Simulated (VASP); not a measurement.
# CoSn: fixed spin moments, part 2 of 4

What does it cost to change the moment of CoSn? The start is a computed cell from the Materials Project.

VASP 6.6.1, plane waves and PAW; the level of theory is named at each step.

Still holding for the runs below: The k-mesh is coarse for a metal.

So far: The starting structure; Free moment.

**2. Free moment (continued)**

Level of this step: PBE, DFT+U (Co d 2 eV), spin-polarised from a ferromagnetic start; plane waves and PAW (Sn, Co) (VASP).

The density of states has structure finer than the step of the table below, so its rows give means over 0.5 eV, whole bins alone (the curve runs from -12.0 to 7.91 eV). Peaks (eV: height): total up -4.02: 3.53, -2.79: 6.53, -1.96: 7.72, -1.48: 6.67; total down -2.51: 4.78, -2.10: 6.34, -0.73: 7.47, -0.04: 4.22; Sn s up -8.75: 0.741, -8.27: 0.625, -7.65: 0.902, -7.11: 0.613; Sn s down -8.75: 0.719, -8.27: 0.618, -7.58: 0.882, -7.17: 0.651; Sn p up -4.84: 0.819, -4.36: 0.944, -4.02: 0.747, -2.85: 0.903.

Means over bins of 0.069 eV. The density of states by energy, zero at the Fermi level; means over each step; 7 of 14 lines; values in states/eV/cell:

```
energy (eV)  total up  total down  Sn s up  Sn s down  Sn p up  Sn p down  Sn d up
      -11.5     0.119       0.133   0.0724     0.0813  0.00165    0.00199   2.8e-5
      -11.0     0.267       0.272    0.159      0.163  0.00935    0.00989   1.7e-4
      -10.5     0.323       0.321    0.192      0.191   0.0161     0.0165   5.4e-4
      -10.0     0.578       0.573    0.339      0.339   0.0398     0.0395  0.00216
       -9.5     0.472       0.494    0.287      0.302   0.0353     0.0373  0.00251
       -9.0     0.608       0.616    0.352      0.359   0.0558     0.0578  0.00430
       -8.5     0.676       0.637    0.395      0.374   0.0596     0.0587  0.00586
       -8.0     0.992       0.921    0.618      0.580   0.0627     0.0636  0.00992
       -7.5      1.01       0.941    0.636      0.599   0.0669     0.0717   0.0108
       -7.0     0.540       0.677    0.344      0.454   0.0297     0.0359  0.00832
       -6.5     0.366       0.337    0.186      0.183   0.0421     0.0378  0.00745
       -6.0     0.273       0.207   0.0386     0.0433   0.0830     0.0616  0.00283
       -5.5     0.862       0.685   0.0707     0.0703    0.290      0.265  0.00786
       -5.0      1.18       0.852   0.0455     0.0498    0.479      0.368   0.0157
       -4.5      1.93        1.18   0.0674     0.0695    0.591      0.500   0.0340
       -4.0      2.88        1.52   0.0581     0.0868    0.645      0.548   0.0418
       -3.5      2.59        1.75   0.0368     0.0610    0.505      0.582   0.0494
       -3.0      5.71        2.22   0.0222     0.0447    0.738      0.647   0.0991
       -2.5      5.42        3.63   0.0202     0.0209    0.503      0.745    0.116
       -2.0      5.64        5.81   0.0507     0.0147    0.231      0.853    0.129
       -1.5      5.04        4.09   0.0313    0.00363    0.171      0.295    0.102
       -1.0      1.38        3.70   0.0137    0.00397    0.156     0.0758   0.0376
       -0.5      1.87        3.51   0.0353     0.0112    0.268      0.111   0.0404
        0.0      1.47        2.93   0.0803     0.0320    0.324      0.238   0.0422
        0.5      1.50        2.94   0.0912     0.0516    0.398      0.235   0.0578
        1.0     0.929        1.99   0.0619     0.0547    0.283      0.286   0.0448
        1.5      1.02        1.54   0.0947     0.0944    0.327      0.304   0.0502
        2.0     0.910        1.19    0.120     0.0865    0.294      0.305   0.0431
        2.5      1.19        1.17    0.144      0.154    0.365      0.323   0.0881
        3.0      1.21        1.42   0.0898      0.152    0.439      0.401   0.0983
        3.5      1.21        1.02   0.0755     0.0661    0.441      0.323    0.121
        4.0      1.64        1.60   0.0626     0.0768    0.520      0.512    0.224
        4.5      1.48        1.65   0.0708     0.0870    0.558      0.530    0.171
        5.0      1.21        1.56   0.0433     0.0602    0.408      0.521    0.175
        5.5     0.864        1.04   0.0345     0.0405    0.236      0.262    0.147
        6.0      1.22        1.07   0.0399     0.0384    0.305      0.252    0.269
        6.5      1.08        1.24   0.0491     0.0443    0.203      0.256    0.263
        7.0      1.53        1.44   0.0551     0.0580    0.220      0.207    0.416
        7.5     0.785       0.909   0.0353     0.0397   0.0856      0.113    0.239
```

A later run of this session, with the moment fixed at 0 μB, lies 69 meV a cell lower, so the state shown here isn't the ground state.

**3. Fixed spin moment, fixed moment 0**

This step: PBE, DFT+U (Co d 2 eV), spin-polarised, total moment fixed; plane waves and PAW (Sn, Co) (VASP 6.6.1).

NUPDOWN fixes the difference of up and down electrons.

File INCAR:

```
SYSTEM = CoSn
PREC = Accurate
ENCUT = 350
EDIFF = 1E-06
NELM = 150
ISMEAR = 0
SIGMA = 0.1
LREAL = .FALSE.
ALGO = Normal
GGA = PE
NBANDS = 31
ISPIN = 2
MAGMOM = 0 0 0 0 0 0
LDAU = .TRUE.
LDAUTYPE = 2
LDAUL = -1 2
LDAUU = 0 2
LDAUJ = 0 0
LDAUPRINT = 1
LASPH = .TRUE.
LMAXMIX = 4
LORBIT = 11
LWAVE = .FALSE.
LCHARG = .FALSE.
AMIX = 0.2
BMIX = 1E-04
AMIX_MAG = 0.8
BMIX_MAG = 1E-04
NUPDOWN = 0
```

File POSCAR:

```
CoSn
1.0
    5.2460399276      0.0000000000      0.0000000000
   -2.6230199638      4.5432038466      0.0000000000
    0.0000000000      0.0000000000      4.1875903000
Sn Co
3 3
Direct
    0.0000000000      0.0000000000      0.0000000000
    0.3333333333      0.6666666667      0.5000000000
    0.6666666667      0.3333333333      0.5000000000
    0.5000000000      0.0000000000      0.0000000000
    0.5000000000      0.5000000000      0.0000000000
    0.0000000000      0.5000000000      0.0000000000
```

File KPOINTS:

```
Automatic mesh
0
Gamma
6 6 6
0 0 0
```

The projector-augmented-wave data sets are Sn and Co (PBE family, release 64).

Run with:

```
$ mpirun -np 1 vasp_std
```

The log of the run:

```text
[... set-up lines as in an earlier step ...]
 entering main loop
       N       E                     dE             d eps       ncg     rms          rms(c)
DAV:   1     0.202043847992E+03    0.20204E+03   -0.12191E+04  3472   0.923E+02
DAV:   2    -0.190583244786E+02   -0.22110E+03   -0.20906E+03  3514   0.245E+02
DAV:   3    -0.297640341816E+02   -0.10706E+02   -0.10417E+02  4227   0.691E+01
DAV:   4    -0.299197481319E+02   -0.15571E+00   -0.15553E+00  3901   0.801E+00
DAV:   5    -0.299244163461E+02   -0.46682E-02   -0.46680E-02  5041   0.122E+00    0.131E+01
DAV:   6    -0.286917423500E+02    0.12327E+01   -0.38512E+00  3994   0.261E+01    0.618E+00
DAV:   7    -0.281876600302E+02    0.50408E+00   -0.79871E-01  4849   0.109E+01    0.616E+00
DAV:   8    -0.277857245216E+02    0.40194E+00   -0.13606E+00  3798   0.949E+00    0.165E+00
DAV:   9    -0.277695709811E+02    0.16154E-01   -0.79292E-02  3931   0.183E+00    0.982E-01
DAV:  10    -0.277657815574E+02    0.37894E-02   -0.21525E-02  4227   0.166E+00    0.343E-01
DAV:  11    -0.277659195286E+02   -0.13797E-03   -0.29516E-03  4665   0.472E-01    0.140E-01
DAV:  12    -0.277661926274E+02   -0.27310E-03   -0.13671E-03  4455   0.371E-01    0.780E-02
DAV:  13    -0.277663284748E+02   -0.13585E-03   -0.27174E-04  4554   0.145E-01    0.303E-02
DAV:  14    -0.277663586746E+02   -0.30200E-04   -0.79538E-05  4185   0.599E-02    0.137E-02
DAV:  15    -0.277663583648E+02    0.30987E-06   -0.11169E-05  4322   0.239E-02    0.937E-03
DAV:  16    -0.277663550916E+02    0.32732E-05   -0.22674E-06  2680   0.944E-03    0.366E-03
DAV:  17    -0.277663547905E+02    0.30114E-06   -0.60500E-07  2040   0.604E-03
   1 F= -.27766355E+02 E0= -.27755638E+02  d E =-.214334E-01  mag=    -0.0000
```

The job ended after 1.9 min (1 MPI rank of Intel Xeon Platinum 8175M at 2.50GHz (Skylake/Cascade Lake), shared host; peak memory 0.23 GiB).

Parts of OUTCAR (step 3):

```text
The static configuration has the point symmetry D_6h.

 Found     28 irreducible k-points:

   NELECT =      39.0000    total number of electrons

atom =   4  type =  2  l = 2

 onsite density matrix

spin component  1

  0.6582 -0.0000  0.0000 -0.0000  0.0000
 -0.0000  0.7823 -0.0000 -0.0000  0.0000
  0.0000 -0.0000  0.6971 -0.0000  0.0096
 -0.0000 -0.0000 -0.0000  0.8239 -0.0000
  0.0000  0.0000  0.0096 -0.0000  0.8276

spin component  2

 occupancies and eigenvectors

  o =  0.6582  v =  0.0000  0.0000  0.0000  0.0000  0.0000  1.0000  0.0000  0.0000  0.0000  0.0000      0.0000  0.0000  0.0000  0.0000  0.0000  0.0000  0.0000  0.0000  0.0000  0.0000
  o =  0.6582  v =  1.0000  0.0000  0.0000  0.0000  0.0000  0.0000  0.0000  0.0000  0.0000  0.0000      0.0000  0.0000  0.0000  0.0000  0.0000  0.0000  0.0000  0.0000  0.0000  0.0000
  o =  0.6963  v =  0.0000  0.0000  0.0000  0.0000  0.0000  0.0000  0.0000 -0.9973  0.0000  0.0733      0.0000  0.0000  0.0000  0.0000  0.0000  0.0000  0.0000  0.0000  0.0000  0.0000
  o =  0.6963  v =  0.0000 -0.0000 -0.9973  0.0000  0.0733  0.0000  0.0000  0.0000  0.0000  0.0000      0.0000  0.0000  0.0000  0.0000  0.0000  0.0000  0.0000  0.0000  0.0000  0.0000
  o =  0.7823  v =  0.0000  0.0000  0.0000  0.0000  0.0000  0.0000  1.0000  0.0000 -0.0000 -0.0000      0.0000  0.0000  0.0000  0.0000  0.0000  0.0000  0.0000  0.0000  0.0000  0.0000
  o =  0.7823  v =  0.0000  1.0000 -0.0000 -0.0000  0.0000  0.0000  0.0000  0.0000  0.0000  0.0000      0.0000  0.0000  0.0000  0.0000  0.0000  0.0000  0.0000  0.0000  0.0000  0.0000
  o =  0.8239  v =  0.0000  0.0000  0.0000  0.0000  0.0000  0.0000 -0.0000 -0.0000 -1.0000  0.0000      0.0000  0.0000  0.0000  0.0000  0.0000  0.0000  0.0000  0.0000  0.0000  0.0000
  o =  0.8239  v =  0.0000 -0.0000  0.0000 -1.0000  0.0000  0.0000  0.0000  0.0000  0.0000  0.0000      0.0000  0.0000  0.0000  0.0000  0.0000  0.0000  0.0000  0.0000  0.0000  0.0000
  o =  0.8283  v =  0.0000  0.0000  0.0000  0.0000  0.0000  0.0000  0.0000  0.0733  0.0000  0.9973      0.0000  0.0000  0.0000  0.0000  0.0000  0.0000  0.0000  0.0000  0.0000  0.0000
  o =  0.8283  v =  0.0000 -0.0000  0.0733  0.0000  0.9973  0.0000  0.0000  0.0000  0.0000  0.0000      0.0000  0.0000  0.0000  0.0000  0.0000  0.0000  0.0000  0.0000  0.0000  0.0000

atom =   5  type =  2  l = 2

 onsite density matrix

spin component  1

  0.7853 -0.0000  0.0084  0.0000 -0.0734
 -0.0000  0.8135  0.0000  0.0180 -0.0000
  0.0084  0.0000  0.6971  0.0000 -0.0048
  0.0000  0.0180  0.0000  0.7927  0.0000
 -0.0734 -0.0000 -0.0048  0.0000  0.7005

spin component  2

 occupancies and eigenvectors

  o =  0.6582  v =  0.0000  0.0000  0.0000  0.0000  0.0000 -0.5000  0.0000  0.0000 -0.0000 -0.8660      0.0000  0.0000  0.0000  0.0000  0.0000  0.0000  0.0000  0.0000  0.0000  0.0000
  o =  0.6582  v = -0.5000  0.0000  0.0000 -0.0000 -0.8660  0.0000  0.0000  0.0000  0.0000  0.0000      0.0000  0.0000  0.0000  0.0000  0.0000  0.0000  0.0000  0.0000  0.0000  0.0000
  o =  0.6963  v =  0.0000  0.0000  0.0000  0.0000  0.0000  0.0635 -0.0000 -0.9973  0.0000 -0.0367      0.0000  0.0000  0.0000  0.0000  0.0000  0.0000  0.0000  0.0000  0.0000  0.0000
  o =  0.6963  v =  0.0635 -0.0000 -0.9973  0.0000 -0.0367  0.0000  0.0000  0.0000  0.0000  0.0000      0.0000  0.0000  0.0000  0.0000  0.0000  0.0000  0.0000  0.0000  0.0000  0.0000
  o =  0.7823  v =  0.0000  0.0000  0.0000  0.0000  0.0000  0.0000  0.5000 -0.0000 -0.8660  0.0000      0.0000  0.0000  0.0000  0.0000  0.0000  0.0000  0.0000  0.0000  0.0000  0.0000
  o =  0.7823  v =  0.0000  0.5000 -0.0000 -0.8660 -0.0000  0.0000  0.0000  0.0000  0.0000  0.0000      0.0000  0.0000  0.0000  0.0000  0.0000  0.0000  0.0000  0.0000  0.0000  0.0000
  o =  0.8239  v =  0.0000  0.0000  0.0000  0.0000  0.0000  0.0000  0.8660  0.0000  0.5000 -0.0000      0.0000  0.0000  0.0000  0.0000  0.0000  0.0000  0.0000  0.0000  0.0000  0.0000
  o =  0.8239  v =  0.0000  0.8660  0.0000  0.5000 -0.0000  0.0000  0.0000  0.0000  0.0000  0.0000      0.0000  0.0000  0.0000  0.0000  0.0000  0.0000  0.0000  0.0000  0.0000  0.0000
  o =  0.8283  v =  0.0000  0.0000  0.0000  0.0000  0.0000  0.8637 -0.0000  0.0733 -0.0000 -0.4987      0.0000  0.0000  0.0000  0.0000  0.0000  0.0000  0.0000  0.0000  0.0000  0.0000
  o =  0.8283  v =  0.8637 -0.0000  0.0733 -0.0000 -0.4987  0.0000  0.0000  0.0000  0.0000  0.0000      0.0000  0.0000  0.0000  0.0000  0.0000  0.0000  0.0000  0.0000  0.0000  0.0000

atom =   6  type =  2  l = 2

 onsite density matrix

spin component  1

  0.7853  0.0000 -0.0084  0.0000  0.0734
  0.0000  0.8135  0.0000 -0.0180 -0.0000
 -0.0084  0.0000  0.6971 -0.0000 -0.0048
  0.0000 -0.0180 -0.0000  0.7927 -0.0000
  0.0734 -0.0000 -0.0048 -0.0000  0.7005

spin component  2

 occupancies and eigenvectors

  o =  0.6582  v =  0.0000  0.0000  0.0000  0.0000  0.0000  0.5000  0.0000  0.0000  0.0000 -0.8660      0.0000  0.0000  0.0000  0.0000  0.0000  0.0000  0.0000  0.0000  0.0000  0.0000
  o =  0.6582  v =  0.5000  0.0000  0.0000  0.0000 -0.8660  0.0000  0.0000  0.0000  0.0000  0.0000      0.0000  0.0000  0.0000  0.0000  0.0000  0.0000  0.0000  0.0000  0.0000  0.0000
  o =  0.6963  v =  0.0000  0.0000  0.0000  0.0000  0.0000 -0.0635 -0.0000 -0.9973 -0.0000 -0.0367      0.0000  0.0000  0.0000  0.0000  0.0000  0.0000  0.0000  0.0000  0.0000  0.0000
  o =  0.6963  v = -0.0635 -0.0000 -0.9973 -0.0000 -0.0367  0.0000  0.0000  0.0000  0.0000  0.0000      0.0000  0.0000  0.0000  0.0000  0.0000  0.0000  0.0000  0.0000  0.0000  0.0000
  o =  0.7823  v =  0.0000  0.0000  0.0000  0.0000  0.0000 -0.0000  0.5000  0.0000  0.8660  0.0000      0.0000  0.0000  0.0000  0.0000  0.0000  0.0000  0.0000  0.0000  0.0000  0.0000
  o =  0.7823  v = -0.0000  0.5000  0.0000  0.8660  0.0000  0.0000  0.0000  0.0000  0.0000  0.0000      0.0000  0.0000  0.0000  0.0000  0.0000  0.0000  0.0000  0.0000  0.0000  0.0000
  o =  0.8239  v =  0.0000  0.0000  0.0000  0.0000  0.0000  0.0000 -0.8660 -0.0000  0.5000  0.0000      0.0000  0.0000  0.0000  0.0000  0.0000  0.0000  0.0000  0.0000  0.0000  0.0000
  o =  0.8239  v =  0.0000 -0.8660 -0.0000  0.5000  0.0000  0.0000  0.0000  0.0000  0.0000  0.0000      0.0000  0.0000  0.0000  0.0000  0.0000  0.0000  0.0000  0.0000  0.0000  0.0000
  o =  0.8283  v =  0.0000  0.0000  0.0000  0.0000  0.0000  0.8637  0.0000 -0.0733 -0.0000  0.4987      0.0000  0.0000  0.0000  0.0000  0.0000  0.0000  0.0000  0.0000  0.0000  0.0000
  o =  0.8283  v =  0.8637  0.0000 -0.0733 -0.0000  0.4987  0.0000  0.0000  0.0000  0.0000  0.0000      0.0000  0.0000  0.0000  0.0000  0.0000  0.0000  0.0000  0.0000  0.0000  0.0000

 E-fermi :   7.8534

 spin component 1
 k-point     1 :       0.0000    0.0000    0.0000
  band No.  band energies     occupation
    ...
     15       7.2026      1.00000
     16       7.2503      1.00000
     17       7.2503      1.00000
     18       7.3301      1.00000
     19       7.3302      1.00000
     20       8.4843      0.00000
     21       8.5364      0.00000
     22       9.3446      0.00000
     23       9.3446      0.00000
     24      10.9500      0.00000
    ...

 k-point     2 :       0.1667    0.0000    0.0000
  band No.  band energies     occupation
    ...
     15       7.1335      1.00000
     16       7.2398      1.00000
     17       7.3163      1.00000
     18       7.3462      1.00000
     19       7.5479      0.99999
     20       8.5429      0.00000
     21       8.8734      0.00000
     22       9.4946      0.00000
     23       9.7353      0.00000
     24      11.1600      0.00000
    ...

 k-point     3 :       0.3333    0.0000    0.0000
  band No.  band energies     occupation
    ...
     14       6.3231      1.00000
     15       6.9290      1.00000
     16       7.1337      1.00000
     17       7.3058      1.00000
     18       7.4087      1.00000
     19       8.1947      0.00000
     20       8.6266      0.00000
     21       9.3145      0.00000
     22      10.2175      0.00000
     23      10.6588      0.00000
    ...

 k-point     4 :       0.5000    0.0000    0.0000
  band No.  band energies     occupation
    ...
     14       6.5040      1.00000
     15       6.7342      1.00000
     16       7.0643      1.00000
     17       7.3034      1.00000
     18       7.3420      1.00000
     19       8.6739      0.00000
     20       8.9366      0.00000
     21       9.6766      0.00000
     22       9.6923      0.00000
     23      10.5706      0.00000
    ...

  Total        1.1768509      1.1768509      0.6336013     -0.0000000      0.0000000      0.0000000
  in kB       18.8918291     18.8918291     10.1711161     -0.0000000      0.0000000      0.0000000
  external PRESSURE =      15.9849248 kB  Pullay stress =       0.0000000 kB

 POSITION                                       TOTAL-FORCE (eV/Angst)
 -----------------------------------------------------------------------------------
      0.00000      0.00000      0.00000        -0.000000     -0.000000     -0.000000
     -0.00000      3.02880      2.09380         0.000000      0.000000     -0.000000
      2.62302      1.51440      2.09380        -0.000000      0.000000      0.000000
      2.62302      0.00000      0.00000        -0.000000     -0.000000     -0.000000
      1.31151      2.27160      0.00000        -0.000000     -0.000000     -0.000000
     -1.31151      2.27160      0.00000        -0.000000     -0.000000     -0.000000
 -----------------------------------------------------------------------------------
    total drift:                               -0.000000      0.000000     -0.000000

  FREE ENERGIE OF THE ION-ELECTRON SYSTEM (eV)
  ---------------------------------------------------
  free  energy   TOTEN  =       -27.7663547905 eV

  energy  without entropy=      -27.7449213948  energy(sigma->0) =      -27.75563809

 total charge
# of ion       s       p       d       tot
------------------------------------------
    1        1.397   1.613   0.230   3.240
    2        1.366   1.850   0.282   3.499
    3        1.366   1.850   0.282   3.499
    4        0.398   0.460   7.546   8.404
    5        0.398   0.460   7.546   8.404
    6        0.398   0.460   7.546   8.404
--------------------------------------------------
tot          5.324   6.693  23.432  35.448

 magnetization (x)
# of ion       s       p       d       tot
------------------------------------------
    1        0.000  -0.000  -0.000  -0.000
    2       -0.000  -0.000  -0.000  -0.000
    3       -0.000  -0.000  -0.000  -0.000
    4       -0.000   0.000   0.000   0.000
    5       -0.000   0.000   0.000   0.000
    6       -0.000   0.000   0.000   0.000
--------------------------------------------------
tot         -0.000  -0.000   0.000  -0.000

[... 8 parts as in an earlier step ...]

[... 4 further parts left out ...]
```

Its electron count is odd, so without a moment it is a metal by construction. A U on the itinerant d states of such a compound is hard to justify; it moves the bands at the Fermi level.

This step gave:

```yaml
electronic_cycles: 17
free_energy_toten: -27.77 eV
energy_at_zero_smearing: -27.76 eV
```

The spin moment in the PAW sphere vanishes on all atoms.

Energy at zero smearing: -27.75564 eV.

(Continued in part 3 of 4.)

[Lines on the potential files, build, host, timing and source positions are cut from VASP's logs without a mark.]

[Logs are printed without paths, hosts, clocks, repeated set-up lines and the standing remarks that a program may print on its own settings, such as how far it seeks lower states.]

[Hosts, paths, dates, database ids (printed as entryN), source tags and the programs' standing remarks are cut or masked in the printed files.]

[In band tables of VASP the shares of atoms and orbitals are scaled to a sum of 1 inside the atoms' spheres.]

[Runs that stopped without an error message from VASP are left out.]
